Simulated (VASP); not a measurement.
Data:

```cif
data_BaHfO3
_chemical_formula_sum 'Ba1 Hf1 O3'
_space_group_name_H-M_alt 'P 1'
_space_group_IT_number 1
_cell_length_a 4.18646
_cell_length_b 4.18646
_cell_length_c 4.18646
_cell_angle_alpha 90.000
_cell_angle_beta 90.000
_cell_angle_gamma 90.000
loop_
_space_group_symop_operation_xyz
  'x, y, z'
loop_
_atom_site_label
_atom_site_type_symbol
_atom_site_fract_x
_atom_site_fract_y
_atom_site_fract_z
_atom_site_occupancy
Ba1 Ba 0.00000 0.00000 0.00000 1
Hf1 Hf 0.50000 0.50000 0.50000 1
O1 O 0.50000 0.00000 0.50000 1
O2 O 0.00000 0.50000 0.50000 1
O3 O 0.50000 0.50000 0.00000 1
```

Computed with TPSS meta-GGA, VASP's PBE PAW potentials (set 64) (plane waves; VASP). Numerical set-up: 520 eV cut-off, 5×5×5 Γ-centred mesh, Gaussian smearing of 0.050 eV, potentials Ba_sv Hf_pv O.

### Question
Give the energy at these volumes per atom, relative to the lowest: 13.78, 14.22, 14.66, 15.10, 15.54 Å³.

### Answer
31.5, 7.6, 0.0, 6.0, 23.8 meV/atom. A third-order Birch-Murnaghan fit gives B0 = 166 GPa and B0′ = 4.5.

Measured: a 4.171 Å (computed value off by +0.4 %), as given by Zhao et al., (2008), arXiv:0809.3506. The calculation is for a static lattice, while the measured a holds thermal and zero-point effects, which are part of the difference.

The compound is BaHfO3 in the cubic perovskite structure. It was relaxed first.
